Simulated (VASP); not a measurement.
Calculation: PBEsol GGA, VASP's PBE PAW potentials (set 64) (plane waves; VASP 6.6.1).

VASP ran on this input.

**KPOINTS**
```
kpoints
0
Gamma
 15 15 9
```

File POSCAR:
```
Os
1.0
  1.3640892856  -2.3626715972   0.0000000000
  1.3640892856   2.3626715972   0.0000000000
  0.0000000000   0.0000000000   4.3138650944
Os
2
Direct
  0.3333330000   0.6666670000   0.2500000000
  0.6666670000   0.3333330000   0.7500000000
```

**INCAR**
```
# general
SYSTEM =Os
PREC   =Accurate
ENCUT  =500
LREAL  =F
LASPH  =T

# electronic loop
EDIFF  =1E-6
NELM   =100
ALGO   =Normal
LMAXMIX=6

# smearing
ISMEAR =1
SIGMA  =0.1

# functional
GGA    =PS

# ions
IBRION =2
NSW    =40
ISIF   =3
EDIFFG =-0.02
PSTRESS=50

# output
LWAVE  =F
LCHARG =F
```

POTCAR, in this order: Os (PBE.64 set). Program: vasp_std.

Output of the run:

**OUTCAR**
```
 ion  position               nearest neighbor table
   1  0.333  0.667  0.250-   2 2.67   2 2.67   2 2.67   2 2.67   2 2.67   2 2.67
   2  0.667  0.333  0.750-   1 2.67   1 2.67   1 2.67   1 2.67   1 2.67   1 2.67
  LATTYP: Found a hexagonal cell.
 ALAT       =     2.7281782668
 C/A-ratio  =     1.5812255185
 Subroutine PRICEL returns:
 Original cell was already a primitive cell.
 Subroutine GETGRP returns: Found 24 space group operations
The static configuration has the point symmetry D_3d.
 The point group associated with its full space group is D_6h.
The dynamic configuration has the point symmetry D_3d.
 Subroutine INISYM returns: Found 24 space group operations
 Subroutine IBZKPT returns following result:
 Found    135 irreducible k-points:

 Following reciprocal coordinates:
            Coordinates               Weight
  0.000000  0.000000  0.000000      1.000000
  0.066667 -0.000000  0.000000      6.000000
  0.133333  0.000000  0.000000      6.000000
  0.200000  0.000000  0.000000      6.000000
  0.266667  0.000000  0.000000      6.000000
  0.333333  0.000000  0.000000      6.000000
  0.400000  0.000000  0.000000      6.000000
...
```

File OSZICAR:
```
       N       E                     dE             d eps       ncg     rms          rms(c)
DAV:   1     0.100374475816E+03    0.10037E+03   -0.75026E+03  3240   0.124E+03
DAV:   2    -0.186482056416E+02   -0.11902E+03   -0.10796E+03  3420   0.396E+02
DAV:   3    -0.258471385946E+02   -0.71989E+01   -0.65866E+01  3964   0.775E+01
DAV:   4    -0.260299408534E+02   -0.18280E+00   -0.18130E+00  3472   0.131E+01
DAV:   5    -0.260320972583E+02   -0.21564E-02   -0.21557E-02  3812   0.113E+00    0.246E+01
DAV:   6    -0.248422029263E+02    0.11899E+01   -0.13162E+00  3504   0.106E+01    0.111E+01
DAV:   7    -0.244996571360E+02    0.34255E+00   -0.88671E-01  3716   0.856E+00    0.514E-01
DAV:   8    -0.244929558813E+02    0.67013E-02   -0.80848E-03  3328   0.756E-01    0.301E-01
DAV:   9    -0.244905416662E+02    0.24142E-02   -0.15172E-03  3464   0.486E-01    0.597E-02
DAV:  10    -0.244905747619E+02   -0.33096E-04   -0.58916E-05  3636   0.799E-02    0.111E-02
DAV:  11    -0.244905460417E+02    0.28720E-04   -0.70423E-06  3328   0.318E-02    0.110E-03
DAV:  12    -0.244905454655E+02    0.57621E-06   -0.16518E-07  1716   0.452E-03
   1 F= -.23622780E+02 E0= -.23623126E+02  d E =-.236228E+02
       N       E                     dE             d eps       ncg     rms          rms(c)
DAV:   1    -0.245252852922E+02   -0.34739E-01   -0.60110E+00  3240   0.216E+01    0.704E+00
DAV:   2    -0.243615566067E+02    0.16373E+00   -0.18235E-01  3344   0.479E+00    0.302E+00
DAV:   3    -0.243249182358E+02    0.36638E-01   -0.11300E-01  3976   0.350E+00    0.360E-01
DAV:   4    -0.243256184818E+02   -0.70025E-03   -0.14392E-03  3284   0.290E-01    0.101E-01
DAV:   5    -0.243260270323E+02   -0.40855E-03   -0.44848E-04  3748   0.184E-01    0.284E-02
DAV:   6    -0.243260713811E+02   -0.44349E-04   -0.52705E-05  3420   0.695E-02    0.104E-02
DAV:   7    -0.243260714103E+02   -0.29257E-07   -0.10384E-06  2160   0.131E-02
   2 F= -.23511604E+02 E0= -.23511859E+02  d E =0.111177E+00
       N       E                     dE             d eps       ncg     rms          rms(c)
DAV:   1    -0.246235287270E+02   -0.29746E+00   -0.40728E+00  3240   0.173E+01    0.558E+00
DAV:   2    -0.245101920007E+02    0.11334E+00   -0.12569E-01  3300   0.370E+00    0.248E+00
DAV:   3    -0.244855153830E+02    0.24677E-01   -0.84863E-02  4012   0.294E+00    0.232E-01
DAV:   4    -0.244859731140E+02   -0.45773E-03   -0.18549E-03  3276   0.336E-01    0.937E-02
DAV:   5    -0.244860913516E+02   -0.11824E-03   -0.17456E-04  3820   0.120E-01    0.221E-02
DAV:   6    -0.244861090724E+02   -0.17721E-04   -0.30758E-05  3540   0.580E-02    0.119E-02
DAV:   7    -0.244861096586E+02   -0.58623E-06   -0.13829E-06  1760   0.110E-02
   3 F= -.23627575E+02 E0= -.23627904E+02  d E =-.479406E-02
```

OUTCAR:
```
------------------------ aborting loop because EDIFF is reached ----------------------------------------
  FORCE on cell =-STRESS in cart. coord.  units (eV):
  Direction    XX          YY          ZZ          XY          YZ          ZX
  --------------------------------------------------------------------------------------
  Total        0.8210545      0.8210542      0.8730029     -0.0000000      0.0000000      0.0000000
  in kB       47.8171741     47.8171599     50.8425815     -0.0000000      0.0000000      0.0000000
  external PRESSURE =      -1.1743615 kB  Pullay stress =      50.0000000 kB
  volume of cell :       27.51
      direct lattice vectors                 reciprocal lattice vectors
     1.359239284 -2.354271150  0.000000000     0.367852817 -0.212379955 -0.000000000
     1.359239284  2.354271150  0.000000000     0.367852817  0.212379955  0.000000000
     0.000000000 -0.000000000  4.298493368     0.000000000  0.000000000  0.232639652
 POSITION                                       TOTAL-FORCE (eV/Angst)
 -----------------------------------------------------------------------------------
      1.35924      0.78476      1.07462        -0.000000      0.000000      0.000000
      1.35924     -0.78476      3.22387         0.000000     -0.000000      0.000000
 -----------------------------------------------------------------------------------
    total drift:                                0.000001      0.000019     -0.000020
  FREE ENERGIE OF THE ION-ELECTRON SYSTEM (eV)
  ---------------------------------------------------
  free  energy   TOTEN  =       -24.4861096586 eV

  energy  without entropy=      -24.4870990679  energy(sigma->0) =      -24.48643946
  enthalpy is  TOTEN    =       -23.6275745155 eV   P V=        0.8585351431

 reached required accuracy - stopping structural energy minimisation
```
(Selected blocks of OUTCAR.)

**CONTCAR**
```
Os
   1.00000000000000
     1.3592392844505137   -2.3542711500373641    0.0000000000000000
     1.3592392844505137    2.3542711500373641    0.0000000000000000
     0.0000000000000000   -0.0000000000000000    4.2984933676903108
  Os
     2
Direct
     0.3333330000000032    0.6666669999999968    0.2500000000000000
     0.6666669999999968    0.3333330000000032    0.7500000000000000
```

The compound is Os in the hcp structure. This run relaxes it under an external pressure of 5 GPa. Symmetry was kept, so distortions that lower it aren't found.
